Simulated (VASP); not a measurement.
ZnO: single point with PBE

**What was measured.**

“Electronic structure of alkaline earth and post-transition metal oxides”, 2009, arxiv:0908.1581 quotes, for a bulk crystal of ZnO: band gap 3.37 eV.

ZnO:

```
CELL_PARAMETERS angstrom
0.00000 0.00000 -5.30039
-3.28650 5.69239 0.00000
6.57300 0.00000 0.00000
ATOMIC_POSITIONS crystal
Zn 0.50017 0.33333 0.16667
Zn 0.50017 0.83333 0.16667
Zn 0.50017 0.33333 0.66667
Zn 0.50017 0.83333 0.66667
Zn 0.00017 0.16667 0.33333
Zn 0.00017 0.66667 0.33333
Zn 0.00017 0.16667 0.83333
Zn 0.00017 0.66667 0.83333
O 0.62082 0.16667 0.33333
O 0.62082 0.66667 0.33333
O 0.62082 0.16667 0.83333
O 0.62082 0.66667 0.83333
O 0.12082 0.33333 0.16667
O 0.12082 0.83333 0.16667
O 0.12082 0.33333 0.66667
O 0.12082 0.83333 0.66667
```

```yaml
Program: VASP 6.6.1
Task: single point
Functional: PBE
Potentials_or_basis: VASP PAW PBE potentials, release 64 (Zn, O)
Cutoff: 450 eV
k_mesh: 3 × 3 × 3
Occupations: gaussian, width 0.01 eV
Spin: no spin polarisation
```

```yaml
Band_gap_on_the_k_mesh: 0.72 eV
```

Forces on the atoms (eV/Å):
```
Zn   0.000  0.000 -0.002
Zn   0.000  0.000 -0.002
Zn   0.000  0.000 -0.002
Zn   0.000  0.000 -0.002
Zn   0.000  0.000 -0.002
Zn   0.000  0.000 -0.002
Zn   0.000  0.000 -0.002
Zn   0.000  0.000 -0.002
O    0.000  0.000  0.002
O    0.000  0.000  0.002
O    0.000  0.000  0.002
O    0.000  0.000  0.002
O    0.000  0.000  0.002
O    0.000  0.000  0.002
O    0.000  0.000  0.002
O    0.000  0.000  0.002
```

Levels at points of the mesh, in eV from the valence-band top:
| k point | band 70 | band 71 | band 72 | band 73 | band 74 | band 75 |
| --- | --- | --- | --- | --- | --- | --- |
| (0.00, 0.00, 0.00) | -0.08 | 0.00 | 0.00 | 0.72 | 5.07 | 5.60 |

Core levels (eV, on the scale of the bands):
```tsv
atom	levels
1 Zn	1s -9517.4, 2s -1151.0, 2p -996.6, 3s -122.5, 3p -76.7
2 Zn	1s -9517.4, 2s -1151.0, 2p -996.6, 3s -122.5, 3p -76.7
3 Zn	1s -9517.4, 2s -1151.0, 2p -996.6, 3s -122.5, 3p -76.7
4 Zn	1s -9517.4, 2s -1151.0, 2p -996.6, 3s -122.5, 3p -76.7
5 Zn	1s -9517.4, 2s -1151.0, 2p -996.6, 3s -122.5, 3p -76.7
6 Zn	1s -9517.4, 2s -1151.0, 2p -996.6, 3s -122.5, 3p -76.7
```

Wall time 45 s on 4 MPI ranks on Intel(R) Xeon(R) Platinum 8488C (Sapphire Rapids), with other jobs on the host, peak memory 0.13 GiB a rank.

A measured gap of ZnO is 3.37 eV (quoted in “Electronic structure of alkaline earth and post-transition metal oxides”, 2009, arxiv:0908.1581); the calculated 0.72 eV misses it by -2.65 eV. So large a miss can be the level of theory's own, or it may mean another phase, state or a wrong row. The value is that of PBE, without temperature or zero-point motion. Semilocal functionals fall short of measured gaps as a rule.
